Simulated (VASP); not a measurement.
```xyz
2
Lattice="0.0000 3.1162 3.1162 3.1162 0.0000 3.1162 3.1162 3.1162 0.0000" Properties=species:S:1:pos:R:3 pbc="T T T"
Pb     0.0000     0.0000     0.0000
S      3.1162     3.1162     3.1162
```

Level of theory: vdW-DF2, VASP's PBE PAW potentials (set 64) (plane waves; VASP). Run with 520 eV cut-off, 7×7×7 Γ-centred mesh, Gaussian smearing of 0.050 eV, potentials Pb_d S.

Q: Give the stress tensor in GPa (positive for a compressed cell).

A: 
```
-1.28   0.00   0.00
 0.00  -1.28   0.00
 0.00   0.00  -1.28
```
The pressure is its mean diagonal, -1.28 GPa.

The compound is PbS in the rock salt structure. This cell is one point of a volume scan, at 1.03 of the reference volume.
